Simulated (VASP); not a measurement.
Set up this calculation in VASP 6.6.1, as the native input.

* Task: single point
* Functional: PBEsol
* Potentials or basis: VASP PAW PBE potentials, release 64 (Sr_sv, B)
* Cutoff: 520 eV
* k mesh: 10 × 10 × 10
* Occupations: gaussian, width 0.05 eV
* Spin: no spin polarisation
* Dipole correction: no
* Further INCAR settings: ALGO = Fast; EDIFF = 1e-07; NBANDS = 14

The structure of SrB lies in POSCAR:

```
SrB
1.0
    0.0000000000      2.8946791057      2.8946791057
    2.8946791057      0.0000000000      2.8946791057
    2.8946791057      2.8946791057      0.0000000000
Sr B
1 1
Direct
    0.5000000000      0.5000000000      0.5000000000
    0.0000000000      0.0000000000      0.0000000000
```

The cell comes from a database or a generator and needn't be the stable form of this composition.

These files were run (other wordings do the same):

INCAR

```
SYSTEM = SrB
PREC     = Accurate       ! precision mode
ENCUT    = 520            ! plane-wave cutoff, eV
EDIFF    = 1E-7           ! SCF threshold, eV
ISMEAR   = 0              ! smearing method
SIGMA    = 0.05           ! smearing width, eV
LREAL    = .False.        ! projectors in reciprocal space
LASPH    = .True.         ! aspherical terms in the spheres
NELM     = 100            ! most SCF steps
ALGO     = Fast           ! electronic algorithm
ISIF     = 2              ! what is computed and relaxed
LWAVE    = .False.        ! write WAVECAR
LCHARG   = .True.         ! write CHGCAR
GGA      = PS             ! functional
LELF     = .True.         ! ELF
LVHAR    = .True.       
NBANDS   = 14             ! bands
```

KPOINTS

```
Automatic mesh
0
Gamma
  10 10 10
  0 0 0
```

Potentials or basis: VASP PAW PBE potentials, release 64 (Sr_sv, B).

Run with:

```sh
$ cat potpaw_PBE.64/Sr_sv/POTCAR potpaw_PBE.64/B/POTCAR > POTCAR
$ mpirun -np 1 vasp_std > vasp.out
```

It gave:

| Item | Value |
| --- | --- |
| Pressure | 2.1 GPa |
| Band gap on the k mesh | none (metal or under the smearing width) |

Caveat: the PAW data sets were made with another functional, which shifts forces and pressure a little.

Run time: 44 s on 1 thread of Intel(R) Xeon(R) Platinum 8259CL CPU @ 2.50GHz (Skylake/Cascade Lake), on a shared host, peak memory 0.18 GiB.
